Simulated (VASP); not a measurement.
Here is the system:

```
CELL_PARAMETERS angstrom
      2.91119     0.00000     0.00000
      0.00000     2.91119     0.00000
      0.00000     0.00000     2.91119
ATOMIC_POSITIONS crystal
  Zn 0.50000 0.50000 0.50000
  Cu 0.00000 0.00000 0.00000
```

These are r2SCAN+rVV10, VASP's PBE PAW potentials (set 64) (plane waves; VASP 6.6.1) values and carry that method's errors. Run with 520 eV cut-off, 14×14×14 Γ-centred mesh, tetrahedra with Blöchl corrections, potentials Zn Cu.

Question: Tabulate the total density of states (states/eV per cell) against energy (eV; zero at the valence-band maximum or, without a gap, the Fermi level).

Answer: 
```tsv
E (eV)	DOS (states/eV)
-10.00	0.16
-9.65	0.20
-9.31	0.26
-8.96	0.34
-8.61	0.58
-8.27	5.05
-7.92	9.90
-7.58	12.1
-7.23	2.84
-6.88	0.49
-6.54	0.49
-6.19	0.49
-5.85	0.52
-5.50	0.66
-5.16	1.09
-4.81	0.80
-4.46	1.19
-4.12	2.94
-3.77	7.57
-3.43	8.12
-3.08	7.87
-2.74	2.27
-2.39	0.48
-2.04	0.73
-1.70	0.85
-1.35	0.73
-1.01	0.64
-0.66	0.57
-0.32	0.53
0.03	0.48
0.38	0.43
0.72	0.39
1.07	0.36
1.41	0.31
1.76	0.27
2.10	0.22
2.45	0.40
2.80	0.54
3.14	0.63
3.49	0.71
```
Within 2 eV below the Fermi level the largest weight inside VASP's projection spheres is Cu d, then Zn p.

The compound is CuZn in the CsCl type structure. It was relaxed first. The electron count is odd and the run is not spin-polarised, which forces a metal.
